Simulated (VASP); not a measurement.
Here is the system:

```
AlNi
1.0
    2.78825     0.00000     0.00000
    0.00000     2.78825     0.00000
    0.00000     0.00000     2.78825
Al Ni
1 1
Direct
  0.50000   0.50000   0.50000
  0.00000   0.00000   0.00000
```

Calculation: LDA (Ceperley-Alder, Perdew-Zunger), VASP's LDA PAW potentials (set 64) (plane waves; VASP). Numerical set-up: 500 eV cut-off, 13×13×13 Γ-centred mesh, first-order Methfessel-Paxton smearing of 0.10 eV, potentials Al Ni.

Energy and stress use the plane-wave basis of the starting cell.

Q: The ions, cell shape and volume at an external pressure of 20.0 GPa are relaxed. Give the cell that the relaxation ends in.

A: 
```
AlNi
1.0
    2.75171     0.00000     0.00000
    0.00000     2.75171     0.00000
    0.00000     0.00000     2.75171
Al Ni
1 1
Direct
  0.50000   0.50000   0.50000
  0.00000   0.00000   0.00000
```
Space group Pm-3m (221), at a tolerance of 0.03 Å.

Q: How do energy and volume change from the first to the last step?

A: The energy (σ→0) changes by +38.8 meV/atom and the volume by -3.9 %, in 3 ionic steps.

The compound is NiAl in the CsCl type structure. This run relaxes it under an external pressure of 20 GPa. Symmetry was kept, so distortions that lower it aren't found. The run is not spin-polarised, so no magnetic state was tried. The electron count is odd and the run is not spin-polarised, which forces a metal.
